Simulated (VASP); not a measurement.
## Bi2Te3 (Tellurobismuthite): what moves the LDA gap besides the functional

Aim: test what besides the functional moves the gap of Bi2Te3 (Tellurobismuthite). The starting structure is a measured crystal structure from the Crystallography Open Database. The atoms were first relaxed with LDA in that cell, in a run that isn't shown, and the relaxed structure is the one below.

Method: Kohn-Sham DFT with plane waves and PAW; LDA, in VASP 6.6.1.

## (1) Starting point

It takes space group R-3m (No. 166, trigonal). The conventional cell has a = 4.386 Å, b = 4.386 Å, c = 30.497 Å, α = 90.00°, β = 90.00°, γ = 120.00°. Bi has 6 Te at 3.06 to 3.24 Å nearest. Nearest to Te lie 3 Bi at 3.06 Å. Te has 6 Bi at 3.24 Å nearest. Farther neighbours and most contacts between anions are not listed.

As a file:

```cif
data_structure
_symmetry_space_group_name_H-M 'P 1'
_symmetry_Int_Tables_number 1
_cell_length_a 4.3860
_cell_length_b 4.3860
_cell_length_c 10.4763
_cell_angle_alpha 90.000
_cell_angle_beta 102.083
_cell_angle_gamma 120.000
_cell_volume 169.36
loop_
_atom_site_label
_atom_site_type_symbol
_atom_site_fract_x
_atom_site_fract_y
_atom_site_fract_z
_atom_site_occupancy
Bi1 Bi 0.20121 0.60061 0.80182 1
Bi2 Bi 0.79879 0.39939 0.19818 1
Te3 Te 0.57813 0.78907 0.36720 1
Te4 Te 0.42187 0.21093 0.63280 1
Te5 Te 0.00000 0.00000 0.00000 1
```

## (2) Reference bands

Contents of INCAR:

```
SYSTEM = Bi2Te3
PREC = Accurate
ENCUT = 350
EDIFF = 1E-06
NELM = 100
ISMEAR = 0
SIGMA = 0.03
LREAL = .FALSE.
ALGO = Normal
GGA = CA
NBANDS = 39
LORBIT = 11
LWAVE = .FALSE.
LCHARG = .FALSE.
KPAR = 8
LASPH = .TRUE.
```

Contents of POSCAR:

```
Bi2Te3
1.0
   -4.3860000000      0.0000000000      0.0000000000
    2.1930000000     -3.7983874210      0.0000000000
    2.1930000000      1.2661291403     10.1656666667
Bi Te
2 3
Direct
    0.2012148129      0.6006074065      0.8018222194
    0.7987851871      0.3993925935      0.1981777806
    0.5781308414      0.7890654207      0.3671962620
    0.4218691586      0.2109345793      0.6328037380
    0.0000000000      0.0000000000      0.0000000000
```

Contents of KPOINTS:

```
Automatic mesh
0
Gamma
6 6 6
0 0 0
```

Contents of KPOINTS_OPT:

```
Line mode
8
Line-mode
Reciprocal
  0.00000000   0.00000000   0.00000000 GAMMA
  0.00000000  -0.50000000   0.00000000 L

  0.00000000  -0.50000000   0.00000000 L
 -0.35401678  -0.32299161   0.17700839 B1

 -0.32299161  -0.32299161  -0.17700839 B
  0.00000000   0.00000000  -0.50000000 Z

  0.00000000   0.00000000  -0.50000000 Z
  0.00000000   0.00000000   0.00000000 GAMMA

  0.00000000   0.00000000   0.00000000 GAMMA
 -0.33850420  -0.33850420   0.33850420 X

 -0.33850420  -0.32299161   0.00000000 Q
 -0.50000000   0.00000000   0.00000000 F

 -0.50000000   0.00000000   0.00000000 F
 -0.48448741   0.00000000  -0.17700839 P1

 -0.48448741   0.00000000  -0.17700839 P1
  0.00000000   0.00000000  -0.50000000 Z

  0.00000000  -0.50000000   0.00000000 L
  0.00000000  -0.48448741  -0.33850420 P
```

The projector-augmented-wave data sets are Bi_d and Te (LDA family, release 64).

The run is started by

```sh
$ mpirun -np 8 vasp_std
```

Output:

```text
[banner, memory and clock lines left out]
running    8 mpi-ranks, on    1 nodes
 distrk:  each k-point on    1 cores,    8 groups
 distr:  one band on    1 cores,    1 groups

 POSCAR found type information on POSCAR BiTe
 POSCAR found :  2 types and       5 ions
|                                                                             |
|           W    W    AA    RRRRR   N    N  II  N    N   GGGG   !!!           |
|           W    W   A  A   R    R  NN   N  II  NN   N  G    G  !!!           |
|           W    W  A    A  R    R  N N  N  II  N N  N  G       !!!           |
|           W WW W  AAAAAA  RRRRR   N  N N  II  N  N N  G  GGG   !            |
|           WW  WW  A    A  R   R   N   NN  II  N   NN  G    G                |
|           W    W  A    A  R    R  N    N  II  N    N   GGGG   !!!           |
|                                                                             |
|     For optimal performance we recommend to set                             |
|       NCORE = 2 up to number-of-cores-per-socket                            |
|     NCORE specifies how many cores store one orbital (NPAR=cpu/NCORE).      |
|     This setting can greatly improve the performance of VASP for DFT.       |
|     The default, NCORE=1 might be grossly inefficient on modern             |
|     multi-core architectures or massively parallel machines. Do your        |
|     Unfortunately you need to use the default for GW and RPA                |
|     calculations (for HF NCORE is supported but not extensively tested      |
|     yet).                                                                   |
|                                                                             |

 LDA part: xc-table for (Slater(with rela. corr.)+CA(PZ))
 , standard interpolation
 POSCAR, INCAR and KPOINTS ok, starting setup
 FFT: planning ... GRIDC
 FFT: planning ... GRID_SOFT
 FFT: planning ... GRID
 WAVECAR not read
 entering main loop
       N       E                     dE             d eps       ncg     rms          rms(c)
DAV:   1     0.375853268496E+03    0.37585E+03   -0.17112E+04  2496   0.900E+02
DAV:   2     0.177438782286E+02   -0.35811E+03   -0.33990E+03  2616   0.275E+02
DAV:   3    -0.203513384517E+02   -0.38095E+02   -0.37067E+02  3084   0.106E+02
DAV:   4    -0.218078782075E+02   -0.14565E+01   -0.14521E+01  2963   0.234E+01
DAV:   5    -0.218826239973E+02   -0.74746E-01   -0.74741E-01  3666   0.478E+00    0.755E+00
DAV:   6    -0.215890195581E+02    0.29360E+00   -0.25559E-01  3488   0.378E+00    0.531E+00
DAV:   7    -0.215804603058E+02    0.85593E-02   -0.15389E-01  3101   0.149E+00    0.122E+00
DAV:   8    -0.215780614345E+02    0.23989E-02   -0.22719E-02  2889   0.742E-01    0.455E-01
DAV:   9    -0.215775365743E+02    0.52486E-03   -0.24240E-03  3166   0.271E-01    0.277E-01
DAV:  10    -0.215775704605E+02   -0.33886E-04   -0.64060E-04  2929   0.996E-02    0.516E-02
DAV:  11    -0.215775676843E+02    0.27762E-05   -0.26776E-05  2838   0.315E-02    0.234E-02
DAV:  12    -0.215775697721E+02   -0.20878E-05   -0.12847E-05  3068   0.143E-02    0.130E-02
DAV:  13    -0.215775698319E+02   -0.59790E-07   -0.72017E-07  1802   0.462E-03
   1 F= -.21577570E+02 E0= -.21577570E+02  d E =-.187431E-08
 Start KPOINTS_OPT (optional k-point list driver)
k-point batch [1-32\72]
       N       E                     dE             ncg
DAV:   1     0.243541933956E+04   -0.17040E+05     2504
DAV:   2    -0.903479726387E+04   -0.11470E+05     2693
DAV:   3    -0.102893357027E+05   -0.12545E+04     3076
DAV:   4    -0.103379155615E+05   -0.48580E+02     2985
DAV:   5    -0.103403052017E+05   -0.23896E+01     3655
DAV:   6    -0.103403331221E+05   -0.27920E-01     3267
DAV:   7    -0.103403339762E+05   -0.85415E-03     3640
DAV:   8    -0.103403339867E+05   -0.10498E-04     2874
DAV:   9    -0.103403339872E+05   -0.47114E-06     1819
[...]
k-point batch [65-72\72]
       N       E                     dE             ncg
DAV:   1     0.229132927208E+05   -0.82692E+04      648
DAV:   2     0.200515829059E+05   -0.28617E+04      671
DAV:   3     0.197582733408E+05   -0.29331E+03      803
DAV:   4     0.197474928494E+05   -0.10780E+02      752
DAV:   5     0.197469695819E+05   -0.52327E+00      921
DAV:   6     0.197469610864E+05   -0.84955E-02      832
DAV:   7     0.197469608984E+05   -0.18796E-03      929
DAV:   8     0.197469608953E+05   -0.30807E-05      682
DAV:   9     0.197469608952E+05   -0.15147E-06      473
```

The job ended after 16 s (8 MPI ranks of Intel Xeon 6975P-C (Granite Rapids), shared host; peak memory 2.5 GiB; 2.1 min of CPU time).

The logs omit lines about the potential files and the build; timing stands in the text.

Parts of OUTCAR (step 2):

```text
ion  position               nearest neighbor table
   1  0.201  0.601  0.802-   4 3.06   4 3.06   4 3.06   5 3.24   5 3.24   5 3.24
   2  0.799  0.399  0.198-   3 3.06   3 3.06   3 3.06   5 3.24   5 3.24   5 3.24
   3  0.578  0.789  0.367-   2 3.06   2 3.06   2 3.06
   4  0.422  0.211  0.633-   1 3.06   1 3.06   1 3.06
   5  0.000  0.000  0.000-   1 3.24   2 3.24   1 3.24   2 3.24   2 3.24   1 3.24

  LATTYP: Found a trigonal (rhomboedric) cell.
 ALAT       =    10.4763118882
 COS(alpha) =     0.9123624111

 Subroutine GETGRP returns: Found 12 space group operations
 (whereof 12 operations were pure point group operations)

The static configuration has the point symmetry D_3d.

 Found     32 irreducible k-points:

   k-points           NKPTS =     32   k-points in BZ     NKDIM =     32   number of bands    NBANDS=     39

   dimension x,y,z NGX =    28 NGY =   28 NGZ =   64
   dimension x,y,z NGXF=    56 NGYF=   56 NGZF=  128

   ENCUT  =  350.0 eV  25.72 Ry    5.07 a.u.   6.69  6.69 15.98*2*pi/ulx,y,z

   NELECT =      48.0000    total number of electrons

 k-points in reciprocal lattice and weights: Automatic mesh
   0.00000000  0.00000000  0.00000000       0.005
   0.16666667  0.00000000  0.00000000       0.028
   0.33333333  0.00000000  0.00000000       0.028
   0.50000000  0.00000000  0.00000000       0.014
   0.00000000  0.16666667  0.00000000       0.028
   0.16666667  0.16666667  0.00000000       0.056
   0.33333333  0.16666667  0.00000000       0.056
   0.00000000  0.33333333  0.00000000       0.028
   0.16666667  0.33333333  0.00000000       0.056
[...]
0.16666667  0.16666667  0.33333333       0.028
   0.00000000  0.00000000  0.50000000       0.005

 average (electrostatic) potential at core
       1-105.2878       2-105.2878       3 -89.0952       4 -89.0952       5 -88.9140

 E-fermi :   6.0900

 k-point     1 :       0.0000    0.0000    0.0000
  band No.  band energies     occupation
    ...
     20       4.3109      2.00000
     21       4.3109      2.00000
     22       5.1312      2.00000
     23       5.1312      2.00000
     24       5.9890      2.00000
     25       6.1910      0.00000
     26       6.6545      0.00000
     27       6.6545      0.00000
     28       7.8713      0.00000
     29       8.0903      0.00000
    ...

 k-point     2 :       0.1667    0.0000    0.0000
  band No.  band energies     occupation
    ...
     20       4.2962      2.00000
     21       4.4516      2.00000
     22       4.8859      2.00000
     23       5.0174      2.00000
     24       5.5223      2.00000
     25       7.0361      0.00000
     26       7.2595      0.00000
     27       7.3263      0.00000
     28       8.0887      0.00000
     29       8.2591      0.00000
    ...

 k-point     3 :       0.3333    0.0000    0.0000
  band No.  band energies     occupation
    ...
     20       3.7892      2.00000
     21       3.8087      2.00000
     22       4.3758      2.00000
     23       4.4230      2.00000
     24       4.6520      2.00000
     25       7.4974      0.00000
     26       7.9375      0.00000
     27       8.4436      0.00000
     28       8.5485      0.00000
     29       8.6334      0.00000
    ...

  Total       -1.4808515     -1.4808515     -1.5960897      0.0000000      0.0000000     -0.0000000
  in kB      -14.0093617    -14.0093617    -15.0995539      0.0000000      0.0000000     -0.0000000
  external PRESSURE =     -14.3727591 kB  Pullay stress =       0.0000000 kB

  energy-cutoff  :      350.00
  volume of cell :      169.36
      direct lattice vectors                 reciprocal lattice vectors
    -4.386000000  0.000000000  0.000000000    -0.227998176 -0.131634808  0.065580221
     2.193000000 -3.798387421  0.000000000     0.000000000 -0.263269617  0.032790111
     2.193000000  1.266129140 10.165666667     0.000000000  0.000000000  0.098370332

 POSITION                                       TOTAL-FORCE (eV/Angst)
 -----------------------------------------------------------------------------------
      2.19300     -1.26613      8.15106        -0.000000     -0.000000      0.001686
     -2.19300     -1.26613      2.01461         0.000000      0.000000     -0.001686
     -0.00000     -2.53226      3.73279        -0.000000     -0.000000      0.002314
      0.00000      0.00000      6.43287         0.000000      0.000000     -0.002314
      0.00000      0.00000      0.00000        -0.000000     -0.000000      0.000000
 -----------------------------------------------------------------------------------
    total drift:                               -0.000000     -0.000000     -0.000000

  FREE ENERGIE OF THE ION-ELECTRON SYSTEM (eV)
  ---------------------------------------------------
  free  energy   TOTEN  =       -21.5775698319 eV

  energy  without entropy=      -21.5775698300  energy(sigma->0) =      -21.57756983

 total charge
# of ion       s       p       d       tot
------------------------------------------
    1        1.599   1.156   9.942  12.697
    2        1.599   1.156   9.942  12.697
    3        1.412   1.915   0.026   3.353
    4        1.412   1.915   0.026   3.353
    5        1.393   1.977   0.025   3.395
--------------------------------------------------
tot          7.416   8.118  19.961  35.495

[... 3 further parts left out ...]
```

Spin-orbit coupling is off here; with elements this heavy it can split and shift levels by tenths of an eV, and by up to about 1 eV where a band edge is a 6p state.

The reference gap is 0.202 eV.

## (3) Bands with cell and atoms relaxed by LDA

Against step 2 the input has another starting structure. The cell comes from a relaxation at this level, not shown (163.71 Å³).

INCAR is that of step 2.

Contents of POSCAR:

```
Bi2Te3
1.0
   -4.3569927674      0.0000000000      0.0000000000
    2.1784963837     -3.7732664206      0.0000000000
    2.1784963837      1.2577554735      9.9580670179
Bi Te
2 3
Direct
    0.1994688571      0.5997344286      0.7992032857
    0.8005311429      0.4002655714      0.2007967143
    0.5824576417      0.7912288209      0.3736864625
    0.4175423583      0.2087711791      0.6263135375
    0.0000000000      0.0000000000      0.0000000000
```

KPOINTS is that of step 2.

Contents of KPOINTS_OPT:

```
Line mode
8
Line-mode
Reciprocal
  0.00000000   0.00000000   0.00000000 GAMMA
  0.00000000  -0.50000000   0.00000000 L

  0.00000000  -0.50000000   0.00000000 L
 -0.35460400  -0.32269800   0.17730200 B1

 -0.32269800  -0.32269800  -0.17730200 B
  0.00000000   0.00000000  -0.50000000 Z

  0.00000000   0.00000000  -0.50000000 Z
  0.00000000   0.00000000   0.00000000 GAMMA

  0.00000000   0.00000000   0.00000000 GAMMA
 -0.33865100  -0.33865100   0.33865100 X

 -0.33865100  -0.32269800   0.00000000 Q
 -0.50000000   0.00000000   0.00000000 F

 -0.50000000   0.00000000   0.00000000 F
 -0.48404700   0.00000000  -0.17730200 P1

 -0.48404700   0.00000000  -0.17730200 P1
  0.00000000   0.00000000  -0.50000000 Z

  0.00000000  -0.50000000   0.00000000 L
  0.00000000  -0.48404700  -0.33865100 P
```

The run is started by

```sh
$ mpirun -np 8 vasp_std
```

Output:

```text
[banner, memory and clock lines left out]
running    8 mpi-ranks, on    1 nodes
[...]
[... a notice as in an earlier step ...]

 LDA part: xc-table for (Slater(with rela. corr.)+CA(PZ))
 , standard interpolation
 POSCAR, INCAR and KPOINTS ok, starting setup
[...]
entering main loop
       N       E                     dE             d eps       ncg     rms          rms(c)
DAV:   1     0.378909404328E+03    0.37891E+03   -0.17093E+04  2504   0.904E+02
DAV:   2     0.177059778291E+02   -0.36120E+03   -0.34195E+03  2657   0.278E+02
DAV:   3    -0.203465496911E+02   -0.38053E+02   -0.37129E+02  3128   0.107E+02
DAV:   4    -0.218022710395E+02   -0.14557E+01   -0.14512E+01  2985   0.235E+01
[...]
DAV:  11    -0.216009631327E+02    0.74178E-05   -0.34928E-05  2909   0.344E-02    0.250E-02
DAV:  12    -0.216009655573E+02   -0.24246E-05   -0.18397E-05  2977   0.146E-02    0.150E-02
DAV:  13    -0.216009656346E+02   -0.77285E-07   -0.93222E-07  1966   0.459E-03
   1 F= -.21600966E+02 E0= -.21600965E+02  d E =-.619334E-06
 Start KPOINTS_OPT (optional k-point list driver)
k-point batch [1-32\72]
       N       E                     dE             ncg
DAV:   1     0.313469110476E+04   -0.16492E+05     2504
DAV:   2    -0.844608829642E+04   -0.11581E+05     2653
DAV:   3    -0.971438730255E+04   -0.12683E+04     3033
DAV:   4    -0.976368211008E+04   -0.49295E+02     2933
DAV:   5    -0.976610217377E+04   -0.24201E+01     3626
DAV:   6    -0.976613128237E+04   -0.29109E-01     3278
DAV:   7    -0.976613209279E+04   -0.81043E-03     3678
DAV:   8    -0.976613210270E+04   -0.99088E-05     2840
DAV:   9    -0.976613210315E+04   -0.44637E-06     1825
[...]
k-point batch [65-72\72]
       N       E                     dE             ncg
DAV:   1     0.233039350350E+05   -0.82780E+04      632
DAV:   2     0.204316135256E+05   -0.28723E+04      672
DAV:   3     0.201408675227E+05   -0.29075E+03      765
DAV:   4     0.201305121800E+05   -0.10355E+02      744
DAV:   5     0.201299133209E+05   -0.59886E+00      937
DAV:   6     0.201299057249E+05   -0.75961E-02      809
DAV:   7     0.201299055254E+05   -0.19944E-03      945
DAV:   8     0.201299055227E+05   -0.27504E-05      689
DAV:   9     0.201299055226E+05   -0.12560E-06      489
```

It took 16 s on 8 MPI ranks; peak memory 2.4 GiB; 2.1 min of CPU time.

From OUTCAR (step 3):

```text
  Total       -0.2686645     -0.2686645     -0.2569066      0.0000000      0.0000000      0.0000000
  in kB       -2.6293083     -2.6293083     -2.5142382      0.0000000      0.0000000      0.0000000
  external PRESSURE =      -2.5909516 kB  Pullay stress =       0.0000000 kB

 POSITION                                       TOTAL-FORCE (eV/Angst)
 -----------------------------------------------------------------------------------
      2.17850     -1.25776      7.95852        -0.000000     -0.000000      0.002748
     -2.17850     -1.25776      1.99955         0.000000      0.000000     -0.002748
     -0.00000     -2.51551      3.72119        -0.000000      0.000000     -0.000003
      0.00000      0.00000      6.23687        -0.000000     -0.000000      0.000003
      0.00000      0.00000      0.00000        -0.000000     -0.000000     -0.000000
 -----------------------------------------------------------------------------------
    total drift:                               -0.000000     -0.000000     -0.000000

  FREE ENERGIE OF THE ION-ELECTRON SYSTEM (eV)
  ---------------------------------------------------
  free  energy   TOTEN  =       -21.6009656346 eV

  energy  without entropy=      -21.6009650153  energy(sigma->0) =      -21.60096532

[... 1 part as in an earlier step ...]

[... 2 further parts left out ...]
[key lines of the parts left out:]
E-fermi :   6.5521
```

With cell and atoms relaxed by LDA the gap is 0.141 eV, -0.061 eV from the reference.

## (4) Bands with no band path

Against step 2 the input has no band path (also changed: NBANDS).

INCAR, as its differences from that of step 3:

```diff
@@ -10,3 +10,3 @@
 GGA = CA
-NBANDS = 39
+NBANDS = 30
 LORBIT = 11
```

Contents of POSCAR:

```
Bi2Te3
1.0
   -4.3860000000      0.0000000000      0.0000000000
    2.1930000000     -3.7983874210      0.0000000000
    2.1930000000      1.2661291403     10.1656666667
Bi Te
2 3
Direct
    0.2012148129      0.6006074065      0.8018222194
    0.7987851871      0.3993925935      0.1981777806
    0.5781308414      0.7890654207      0.3671962620
    0.4218691586      0.2109345793      0.6328037380
    0.0000000000      0.0000000000      0.0000000000
```

KPOINTS is that of step 3.

The run is started by

```sh
$ mpirun -np 8 vasp_std
```

Output:

```text
[... set-up lines as in an earlier step ...]
 entering main loop
       N       E                     dE             d eps       ncg     rms          rms(c)
DAV:   1     0.380222699313E+03    0.38022E+03   -0.17688E+04  1936   0.116E+03
DAV:   2     0.166002265896E+02   -0.36362E+03   -0.35161E+03  2138   0.339E+02
DAV:   3    -0.204194243338E+02   -0.37020E+02   -0.35690E+02  2428   0.127E+02
DAV:   4    -0.218260214609E+02   -0.14066E+01   -0.13991E+01  2270   0.276E+01
[...]
DAV:  11    -0.215775689097E+02    0.76859E-06   -0.61331E-05  2286   0.477E-02    0.373E-02
DAV:  12    -0.215775702388E+02   -0.13291E-05   -0.14812E-05  2160   0.180E-02    0.192E-02
DAV:  13    -0.215775698676E+02    0.37126E-06   -0.34470E-06  1846   0.869E-03
   1 F= -.21577570E+02 E0= -.21577570E+02  d E =-.186311E-08
```

The job ended after 6.2 s (8 MPI ranks; peak memory 1.9 GiB).

From OUTCAR (step 4):

```text
  Total       -1.4841187     -1.4841187     -1.5988093      0.0000000      0.0000000      0.0000000
  in kB      -14.0402702    -14.0402702    -15.1252821      0.0000000      0.0000000      0.0000000
  external PRESSURE =     -14.4019409 kB  Pullay stress =       0.0000000 kB

 POSITION                                       TOTAL-FORCE (eV/Angst)
 -----------------------------------------------------------------------------------
      2.19300     -1.26613      8.15106        -0.000000     -0.000000      0.001811
     -2.19300     -1.26613      2.01461         0.000000      0.000000     -0.001811
     -0.00000     -2.53226      3.73279        -0.000000     -0.000000      0.002469
      0.00000      0.00000      6.43287         0.000000      0.000000     -0.002469
      0.00000      0.00000      0.00000        -0.000000     -0.000000     -0.000000
 -----------------------------------------------------------------------------------
    total drift:                               -0.000000     -0.000000     -0.000000

  FREE ENERGIE OF THE ION-ELECTRON SYSTEM (eV)
  ---------------------------------------------------
  free  energy   TOTEN  =       -21.5775698676 eV

  energy  without entropy=      -21.5775698657  energy(sigma->0) =      -21.57756987

[... 1 part as in an earlier step ...]

[... 2 further parts left out ...]
[key lines of the parts left out:]
E-fermi :   6.0900
```

With no band path the gap is 0.202 eV, +0.000 eV from the reference, read on the mesh alone.

[end of part 1 of 2]

[Lines on the potential files, build, host, timing and source positions are cut from VASP's logs without a mark.]

[Logs are printed without paths, hosts, clocks, repeated set-up lines and the standing remarks that a program may print on its own settings, such as how far it seeks lower states.]

[Hosts, paths, dates, database ids (printed as entryN), source tags and the programs' standing remarks are cut or masked in the printed files.]
